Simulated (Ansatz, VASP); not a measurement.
**ZnS (ZnS (F-43m)) in two plane-wave programs**

Wanted: the spread between two codes on one cell, functional and k mesh. The cell is taken from a series of runs on this material, whose earlier steps may have relaxed, scaled, displaced or heated it; both programs get it as it stands.

Main program and level: Ansatz 0.2.0; plane waves, with VASP 6.6.1 beside it; single point at r2SCAN.

## (1) Set-up

The cell holds 54 atoms: 27 Zn and 27 S. Cell: a = 11.435 Å, b = 11.435 Å, c = 11.435 Å, α = 60.0°, β = 60.0°, γ = 60.0°.

## (2) VASP: single point, r2SCAN

A single point gives forces, pressure and levels at one fixed geometry, so differences don't come from the geometry; what else differs is listed under the comparison.

Lines of VASP's logs that name or quote its potential files are left out, and so is its time.

The input, INCAR:

```
SYSTEM = ZnS
PREC = Accurate
ENCUT = 440
EDIFF = 1E-06
NELM = 120
ISMEAR = -1
SIGMA = 0.01
LREAL = Auto
ALGO = Normal
METAGGA = R2SCAN
LASPH = .TRUE.
NBANDS = 288
LORBIT = 11
LWAVE = .FALSE.
LCHARG = .FALSE.
ISIF = 2
ISYM = 2
GGA_COMPAT = .FALSE.
EFERMI = MIDGAP
LMIXTAU = .TRUE.
NCORE = 2
```

The input, POSCAR:

```
ZnS
1.0
    0.0000000000      8.0854837747      8.0854837747
    8.0854837747      0.0000000000      8.0854837747
    8.0854837747      8.0854837747      0.0000000000
Zn S
27 27
Direct
    0.0000000000      0.0000000000      1.0000000000
    0.0000000000      0.0000000000      0.3333333333
    0.0000000000      0.0000000000      0.6666666667
    0.0000000000      0.3333333333      1.0000000000
    0.0000000000      0.3333333333      0.3333333333
    0.0000000000      0.3333333333      0.6666666667
    0.0000000000      0.6666666667      1.0000000000
    0.0000000000      0.6666666667      0.3333333333
    0.0000000000      0.6666666667      0.6666666667
    0.3333333333      0.0000000000      1.0000000000
    0.3333333333      0.0000000000      0.3333333333
    0.3333333333      0.0000000000      0.6666666667
    0.3333333333      0.3333333333      1.0000000000
    0.3333333333      0.3333333333      0.3333333333
    0.3333333333      0.3333333333      0.6666666667
    0.3333333333      0.6666666667      1.0000000000
    0.3333333333      0.6666666667      0.3333333333
    0.3333333333      0.6666666667      0.6666666667
    0.6666666667      0.0000000000      1.0000000000
    0.6666666667      0.0000000000      0.3333333333
    0.6666666667      0.0000000000      0.6666666667
    0.6666666667      0.3333333333      1.0000000000
    0.6666666667      0.3333333333      0.3333333333
    0.6666666667      0.3333333333      0.6666666667
    0.6666666667      0.6666666667      1.0000000000
    0.6666666667      0.6666666667      0.3333333333
    0.6666666667      0.6666666667      0.6666666667
    0.2500000000      0.2500000000      0.2500000000
    0.2500000000      0.2500000000      0.5833333333
    0.2500000000      0.2500000000      0.9166666667
    0.2500000000      0.5833333333      0.2500000000
    0.2500000000      0.5833333333      0.5833333333
    0.2500000000      0.5833333333      0.9166666667
    0.2500000000      0.9166666667      0.2500000000
    0.2500000000      0.9166666667      0.5833333333
    0.2500000000      0.9166666667      0.9166666667
    0.5833333333      0.2500000000      0.2500000000
    0.5833333333      0.2500000000      0.5833333333
    0.5833333333      0.2500000000      0.9166666667
    0.5833333333      0.5833333333      0.2500000000
    0.5833333333      0.5833333333      0.5833333333
    0.5833333333      0.5833333333      0.9166666667
    0.5833333333      0.9166666667      0.2500000000
    0.5833333333      0.9166666667      0.5833333333
    0.5833333333      0.9166666667      0.9166666667
    0.9166666667      0.2500000000      0.2500000000
    0.9166666667      0.2500000000      0.5833333333
    0.9166666667      0.2500000000      0.9166666667
    0.9166666667      0.5833333333      0.2500000000
    0.9166666667      0.5833333333      0.5833333333
    0.9166666667      0.5833333333      0.9166666667
    0.9166666667      0.9166666667      0.2500000000
    0.9166666667      0.9166666667      0.5833333333
    0.9166666667      0.9166666667      0.9166666667
```

The input, KPOINTS:

```
Points of the shifted mesh
1
Reciprocal
 0.2500000000  0.2500000000  0.2500000000 1
```

PAW data sets: Zn and S (PBE family, release 64).

Launch:

```bash
$ mpirun -np 8 vasp_std
```

Numbers of over 12 decimals in the logs are rounded to 6 here.

Log:

```text
[banner, memory and clock lines left out]
running    8 mpi-ranks, on    1 nodes
[...]
|                                                                             |
|               ----> ADVICE to this user running VASP <----                  |
|                                                                             |
|     You enforced a specific xc type in the INCAR file but a different       |
|     [... a line on the potential file left out ...]
|     I HOPE YOU KNOW WHAT YOU ARE DOING!                                     |
|                                                                             |

 LDA part: xc-table for (None), standard interpolation
 POSCAR, INCAR and KPOINTS ok, starting setup
[...]
entering main loop
       N       E                     dE             d eps       ncg     rms          rms(c)
DAV:   1     0.427463771397E+04    0.42746E+04   -0.19500E+05   576   0.187E+03
DAV:   2     0.342646019656E+03   -0.39320E+04   -0.38020E+04   576   0.481E+02
DAV:   3    -0.507134709437E+03   -0.84978E+03   -0.81010E+03   608   0.194E+02
DAV:   4    -0.587663466702E+03   -0.80529E+02   -0.79514E+02   648   0.601E+01
[...]
DAV:  27    -0.506663431806E+03    0.12120E-04   -0.15533E-06   368   0.545E-03    0.380E-03
DAV:  28    -0.506663430121E+03    0.16849E-05   -0.19758E-06   384   0.373E-03    0.314E-03
DAV:  29    -0.506663429354E+03    0.76659E-06   -0.56433E-07   336   0.187E-03
   1 F= -.50666343E+03 E0= -.50666343E+03  d E =0.000000E+00
```

OUTCAR, selected parts (step 2):

```text
  Total        2.8103046      2.8103046      2.8103046     -0.0000000      0.0000000     -0.0000000
  in kB        4.2590814      4.2590814      4.2590814     -0.0000000      0.0000000     -0.0000000
  external PRESSURE =       4.2590814 kB  Pullay stress =       0.0000000 kB

 POSITION                                       TOTAL-FORCE (eV/Angst)
 -----------------------------------------------------------------------------------
      0.00000      0.00000      0.00000         0.000000      0.000000      0.000000
      2.69516      2.69516      0.00000        -0.000000      0.000000      0.000000
      5.39032      5.39032      0.00000         0.000000     -0.000000      0.000000
      2.69516      0.00000      2.69516         0.000000      0.000000      0.000000
      5.39032      2.69516      2.69516        -0.000000      0.000000      0.000000
      8.08548      5.39032      2.69516         0.000000     -0.000000      0.000000
      5.39032      0.00000      5.39032         0.000000     -0.000000     -0.000000
      8.08548      2.69516      5.39032         0.000000     -0.000000      0.000000
     10.78065      5.39032      5.39032        -0.000000      0.000000      0.000000
      0.00000      2.69516      2.69516         0.000000      0.000000      0.000000
      2.69516      5.39032      2.69516         0.000000      0.000000      0.000000
      5.39032      8.08548      2.69516         0.000000      0.000000     -0.000000
      2.69516      2.69516      5.39032        -0.000000     -0.000000      0.000000
      5.39032      5.39032      5.39032        -0.000000      0.000000      0.000000
[...]
-----------------------------------------------------------------------------------
    total drift:                               -0.000007     -0.000007     -0.000007

  FREE ENERGIE OF THE ION-ELECTRON SYSTEM (eV)
  ---------------------------------------------------
  free  energy   TOTEN  =      -506.6634293542 eV

  energy  without entropy=     -506.6634293542  energy(sigma->0) =     -506.66342935

[... 3 further parts left out ...]
[key lines of the parts left out:]
E-fermi :   3.4708
```

The run ends at a pressure of 0.43 GPa.

## (3) Ansatz: single point, r2SCAN

Ansatz runs on its PAW soft_1 files.

The same cell, functional, mesh and smearing now go to Ansatz.

The input, input.yaml:

```yaml
crystal:
  lattice:
    - [0.0, 8.0854837747, 8.0854837747]
    - [8.0854837747, 0.0, 8.0854837747]
    - [8.0854837747, 8.0854837747, 0.0]
  atoms:
    - { symbol: Zn, position: [0.0, 0.0, 0.0] }
    - { symbol: S, position: [0.25, 0.25, 0.25] }
    - { symbol: Zn, position: [0.0, 0.0, 0.3333333333] }
    - { symbol: S, position: [0.25, 0.25, 0.5833333333] }
    - { symbol: Zn, position: [0.0, 0.0, 0.6666666667] }
    - { symbol: S, position: [0.25, 0.25, 0.9166666667] }
    - { symbol: Zn, position: [0.0, 0.3333333333, 0.0] }
    - { symbol: S, position: [0.25, 0.5833333333, 0.25] }
    - { symbol: Zn, position: [0.0, 0.3333333333, 0.3333333333] }
    - { symbol: S, position: [0.25, 0.5833333333, 0.5833333333] }
    - { symbol: Zn, position: [0.0, 0.3333333333, 0.6666666667] }
    - { symbol: S, position: [0.25, 0.5833333333, 0.9166666667] }
    - { symbol: Zn, position: [0.0, 0.6666666667, 0.0] }
    - { symbol: S, position: [0.25, 0.9166666667, 0.25] }
    - { symbol: Zn, position: [0.0, 0.6666666667, 0.3333333333] }
    - { symbol: S, position: [0.25, 0.9166666667, 0.5833333333] }
    - { symbol: Zn, position: [0.0, 0.6666666667, 0.6666666667] }
    - { symbol: S, position: [0.25, 0.9166666667, 0.9166666667] }
    - { symbol: Zn, position: [0.3333333333, 0.0, 0.0] }
    - { symbol: S, position: [0.5833333333, 0.25, 0.25] }
    - { symbol: Zn, position: [0.3333333333, 0.0, 0.3333333333] }
    - { symbol: S, position: [0.5833333333, 0.25, 0.5833333333] }
    - { symbol: Zn, position: [0.3333333333, 0.0, 0.6666666667] }
    - { symbol: S, position: [0.5833333333, 0.25, 0.9166666667] }
    - { symbol: Zn, position: [0.3333333333, 0.3333333333, 0.0] }
    - { symbol: S, position: [0.5833333333, 0.5833333333, 0.25] }
    - { symbol: Zn, position: [0.3333333333, 0.3333333333, 0.3333333333] }
    - { symbol: S, position: [0.5833333333, 0.5833333333, 0.5833333333] }
    - { symbol: Zn, position: [0.3333333333, 0.3333333333, 0.6666666667] }
    - { symbol: S, position: [0.5833333333, 0.5833333333, 0.9166666667] }
    - { symbol: Zn, position: [0.3333333333, 0.6666666667, 0.0] }
    - { symbol: S, position: [0.5833333333, 0.9166666667, 0.25] }
    - { symbol: Zn, position: [0.3333333333, 0.6666666667, 0.3333333333] }
    - { symbol: S, position: [0.5833333333, 0.9166666667, 0.5833333333] }
    - { symbol: Zn, position: [0.3333333333, 0.6666666667, 0.6666666667] }
    - { symbol: S, position: [0.5833333333, 0.9166666667, 0.9166666667] }
    - { symbol: Zn, position: [0.6666666667, 0.0, 0.0] }
    - { symbol: S, position: [0.9166666667, 0.25, 0.25] }
    - { symbol: Zn, position: [0.6666666667, 0.0, 0.3333333333] }
    - { symbol: S, position: [0.9166666667, 0.25, 0.5833333333] }
    - { symbol: Zn, position: [0.6666666667, 0.0, 0.6666666667] }
    - { symbol: S, position: [0.9166666667, 0.25, 0.9166666667] }
    - { symbol: Zn, position: [0.6666666667, 0.3333333333, 0.0] }
    - { symbol: S, position: [0.9166666667, 0.5833333333, 0.25] }
    - { symbol: Zn, position: [0.6666666667, 0.3333333333, 0.3333333333] }
    - { symbol: S, position: [0.9166666667, 0.5833333333, 0.5833333333] }
    - { symbol: Zn, position: [0.6666666667, 0.3333333333, 0.6666666667] }
    - { symbol: S, position: [0.9166666667, 0.5833333333, 0.9166666667] }
    - { symbol: Zn, position: [0.6666666667, 0.6666666667, 0.0] }
    - { symbol: S, position: [0.9166666667, 0.9166666667, 0.25] }
    - { symbol: Zn, position: [0.6666666667, 0.6666666667, 0.3333333333] }
    - { symbol: S, position: [0.9166666667, 0.9166666667, 0.5833333333] }
    - { symbol: Zn, position: [0.6666666667, 0.6666666667, 0.6666666667] }
    - { symbol: S, position: [0.9166666667, 0.9166666667, 0.9166666667] }
basis:
  ecutwfc: 500
  xc_grid: 2
hamiltonian:
  xc: r2scan
  pseudopotentials: { kind: paw, azcp: { folder: soft_1 } }
kpoints:
  mp_grid: { grid: [1, 1, 1], shift: [0.25, 0.25, 0.25] }
scf:
  occupations: { method: fermi_dirac, width: 0.01 }
  max_iter: 100
  lower_state_search: "off"
checkpoint:
  write: "../pristine.sampling_quarter.run"
  compress: false
  write_wavefunctions: false
  write_every: 100000
```

Launch:

```bash
$ ansatz run input.yaml --threads 32 --pin off --max-ram 84787MiB --backend cuda --events-out ev --progress --plain --runs-dir out --max-vram 78GiB
```

Log:

```text
Engine: ansatz 0.2.0, aarch64-unknown-linux-gnu
Pseudopotentials: kind: paw
Pseudopotential: Zn, paw, valence charge 12, recommended cutoff 500 eV (meta_gga), soft_1/Zn.paw.azcp
Pseudopotential: S, paw, valence charge 6, recommended cutoff 500 eV (meta_gga), soft_1/S.paw.azcp
Functional definition: r2SCAN
  parameter k0 = 0.174
  parameter k1 = 0.065
  parameter a1 = 4.9479
  exchange = r2scan_x(k0 = k0, k1 = k1, a1 = a1)
  correlation = r2scan_c
device memory: the entry about to start is reckoned to put 5.6 GiB on a device that reports 172.6 GiB free (of which the cap on the GPU budget leaves the run 78.0 GiB)
GPU FFT provider: cuFFT
GPU libraries: cuBLAS 13.8.1, cuFFT 12.4.0, cuSOLVER 12.3.2
GPU matrix products: emulated (plane waves: as basis.precision tells), large ones in fixed point in workspaces of 1.00 GiB
Crystal: 54 atoms, lattice volume = 1057.178 Å³
Basis set: ecut = 500 eV, 26813 PW (Γ), exchange–correlation on 180×180×180 points (8 copies of the dense FFT grid, shifted against one another)
Bands: 297, of which v1, the nominal top of the filled ones, is band 243 counted from 1 (242 counted from 0)
Symmetry: 162 space group operations
k-points: 1
Non-local potential: Zn, projectors of the file, l = 0: 2, l = 1: 2, l = 2: 3, l = 3: 1
Non-local potential: S, projectors of the file, l = 0: 2, l = 1: 2, l = 2: 1
PAW form: soft (Blöchl's): semilocal exchange-correlation on the pseudo side does not see the compensation charge
PAW frozen core: Zn, regenerated for the run's functional (the file was generated under x = pbe(κ = 0.804, μ = 0.219515), c = pbe(β = 0.066725))
PAW frozen core: S, regenerated for the run's functional (the file was generated under x = pbe(κ = 0.804, μ = 0.219515), c = pbe(β = 0.066725))
PAW one-centre angular grid: Zn, 590 points (default); XC on 160 Gauss nodes
PAW one-centre angular grid: S, 302 points (default); XC on 160 Gauss nodes
Initial density: superposition of atomic densities (chi_scale 0.1, normalization cell, long waves kept (reshape's long-wave potential 0.00 eV rms))
Initial wavefunctions: pseudopotential atomic-orbital guess
GPU buffer pool allocated for 729000 grid points (all kernels)
GPU transforms: local potential and band sums: pruned to the plane-wave sphere, on 90×90×90
Functional: x = r2scan, c = r2scan; τ floored in thin density (d = 2e-4 eV/Å³)
SCF iter   1: F=-114295.269823 eV  HF=-114302.058301 eV  |Δ(HF+E_count)|=         —  Δρ=5.38e-2  dr2=1.66e1  dr2_τ=4.26e-1  Hψ=1334
preconditioner: auto → Resta (q_TF=auto, 2.397 Å⁻¹)  ε∞=5.5  [insulator: Δε(μ)=3.288 eV  Ē_g=11.844 eV  σ=0.010 eV  W_gap=1.00  n_scr=258 (ndim 8)  ℏωp=25.2 eV  f_vac=0.000  D(μ)=0.00/eV (n_scr^D=0)  ε∞_Penn≈5.5]
SCF iter   2: F=-114299.918392 eV  HF=-114300.402895 eV  |Δ(HF+E_count)|=    1.66e0  Δρ=1.87e-2  dr2=3.02e0  dr2_τ=4.17e-2  Hψ=571
SCF iter   3: F=-114300.161881 eV  HF=-114300.557247 eV  |Δ(HF+E_count)|=   1.54e-1  Δρ=1.31e-2  dr2=1.21e0  dr2_τ=1.24e-2  Hψ=481
automatic band count: iteration 3 solves 281 bands in place of 297: the levels show a gap, and the empty bands left out lie too high to hold charge; the band table lists the bands solved (type scf.n_extra_bands for more)
SCF iter   4: F=-114300.529436 eV  HF=-114300.519757 eV  |Δ(HF+E_count)|=   3.75e-2  Δρ=3.66e-3  dr2=8.71e-2  dr2_τ=1.06e-3  Hψ=553
SCF iter   5: F=-114300.540312 eV  HF=-114300.540771 eV  |Δ(HF+E_count)|=   2.10e-2  Δρ=9.11e-4  dr2=4.69e-3  dr2_τ=3.01e-4  Hψ=475
SCF iter   6: F=-114300.542241 eV  HF=-114300.542249 eV  |Δ(HF+E_count)|=   1.48e-3  Δρ=3.58e-4  dr2=8.94e-4  dr2_τ=8.00e-6  Hψ=475
SCF iter   7: F=-114300.541685 eV  HF=-114300.541668 eV  |Δ(HF+E_count)|=   5.81e-4  Δρ=5.81e-5  dr2=1.91e-5  dr2_τ=3.15e-7  Hψ=413
SCF iter   8: F=-114300.542504 eV  HF=-114300.542504 eV  |Δ(HF+E_count)|=   8.37e-4  Δρ=2.04e-5  dr2=2.29e-6  dr2_τ=4.10e-8  Hψ=492
SCF iter   9: F=-114300.542505 eV  HF=-114300.542505 eV  |Δ(HF+E_count)|=   2.96e-7  Δρ=3.06e-6  dr2=6.81e-8  dr2_τ=3.60e-9  Hψ=977
SCF 1 converged in 9 iterations: F = -114300.542505 eV  dr2 = 6.81e-8
  greatest PAW one-centre occupation: 0.983 electrons in one spin orbital (limit 2), on the Zn atom at site 52 (counted from 0), in its partial waves of l = 2
SCF converged after 9 iterations
Free energy (F): -114300.542505 eV
Harris-Foulkes:  -114300.542505 eV  (|F-HF|=2.58e-8)
Internal energy: -114300.542505 eV  (E = F + TS)
E sigma→0 (E₀):  -114300.542505 eV
Fermi energy:    7.155535 eV
--- Per-component energies (eV) ---
  E_band       = -33.830205
  E_kinetic    = 6809.372319
  E_local      = -61295.832550  (includes V_loc(G=0)·N_el)
  E_nonlocal   = 23243.825752
  E_hartree    = 23438.727102
  E_xc         = -4158.201883
  E_vxc        = -3794.640458  (∫ρ·V_xc dr)
  E_paw        = -68403.430530  (= ΣΔE_a)
  E_vpaw       = -12057.918988  (= ΣTr[D̂ρ^β])
  E_aug_tail   = 0.001834  (compensation charges beyond the density's cutoff)
  E_vtau       = 183.849614  (kinetic-family band-sum trace: ∫τ·v_τ [+ j·A + Jᵃ·Aᵃ] dr)
  E_ewald      = -33927.110191
  E_core_change = -7.894357  (= ΣΔE_core)
  E_smearing   = -0.000000  (= −TS)
  E_closure    = 0.000000  (closes the sum)
  Σ components = -114300.542505   (vs F -114300.542505, Δ=0.00e0)
```

## (4) Comparison

Known differences besides the potentials themselves: VASP keeps PBE cores, Ansatz makes them for the functional; the cutoff is 500 eV in Ansatz and 440 eV in VASP (PREC = Accurate, projectors in real space). Total energies have different zeros and are not compared.

Both answers:

```tsv
quantity	Ansatz	VASP	difference
gap on the k mesh (eV)	3.195	3.208	-0.013
```

A gap on the mesh is an upper bound, since the band edges may lie between its points.

## (5) Summary of results

| Property | Result |
| --- | --- |
| difference in gap on the k mesh (single point, r2SCAN) | -0.013 eV |

What this shows: The difference in gap on the k mesh is -0.013 eV (single point, r2SCAN), within the 0.08 eV picked in this series as the mark of a large difference. Such differences can come from data sets, numerical settings and the points named under the comparisons, not from the functional's error against experiment.

[Lines on the potential files, build, host, timing and source positions are cut from VASP's logs without a mark.]

[Logs are printed without paths, hosts, clocks, repeated set-up lines and the standing remarks that a program may print on its own settings, such as how far it seeks lower states.]

[Hosts, paths, dates, database ids (printed as entryN), source tags and the programs' standing remarks are cut or masked in the printed files.]
